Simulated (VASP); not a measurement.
Shape and ions are relaxed at each volume.

Consider the following.

```cif
data_Mn2O4
_chemical_formula_sum 'Mn2 O4'
_space_group_name_H-M_alt 'P 1'
_space_group_IT_number 1
_cell_length_a 4.40121
_cell_length_b 4.40121
_cell_length_c 2.85458
_cell_angle_alpha 90.000
_cell_angle_beta 90.000
_cell_angle_gamma 90.000
loop_
_space_group_symop_operation_xyz
  'x, y, z'
loop_
_atom_site_label
_atom_site_type_symbol
_atom_site_fract_x
_atom_site_fract_y
_atom_site_fract_z
_atom_site_occupancy
Mn1 Mn 0.00000 0.00000 0.00000 1
Mn2 Mn 0.50000 0.50000 0.50000 1
O1 O 0.30341 0.30341 0.00000 1
O2 O 0.80341 0.19659 0.50000 1
O3 O 0.19659 0.80341 0.50000 1
O4 O 0.69659 0.69659 0.00000 1
```
Starting moments (μB, in the order of the record's atoms Mn Mn O O O O): 2.4 -2.4 0.0 0.0 0.0 0.0.

Computed with rev-vdW-DF2, VASP's PBE PAW potentials (set 64) (plane waves; VASP). Run with 520 eV cut-off, 7×7×11 Γ-centred mesh, first-order Methfessel-Paxton smearing of 0.10 eV, potentials Mn_pv O.

Question: Give the energy at these volumes per atom, relative to the lowest: 8.65, 8.92, 9.20, 9.48, 9.75 Å³.

Answer: 29.2, 7.3, 0.0, 5.2, 20.8 meV/atom. A third-order Birch-Murnaghan fit gives B0 = 237 GPa and B0′ = 4.7.

The compound is MnO2 in the rutile structure. It was relaxed first.
